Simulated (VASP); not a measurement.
Here is the system:

```yaml
crystal:
  lattice:
    - [0.00000, 3.06066, 3.06066]
    - [3.06066, 0.00000, 3.06066]
    - [3.06066, 3.06066, 0.00000]
  atoms:
    - { symbol: Cd, position: [0.00000, 0.00000, 0.00000] }
    - { symbol: Se, position: [0.25000, 0.25000, 0.25000] }
```

Level of theory: PBE GGA with D3 dispersion (zero damping), VASP's PBE PAW potentials (set 64) (plane waves; VASP). Settings: 520 eV cut-off, Gaussian smearing of 0.050 eV, potentials Cd Se.

Q: What does the run give for the band gap (along the path) with the smallest direct gap where there is one?

A: 
The band gap (along the path) comes out as 0.57 eV and the smallest direct gap (along the path) is 0.57 eV.

The compound is CdSe in the zinc blende structure, whereas wurtzite is the usual form. It was relaxed first.
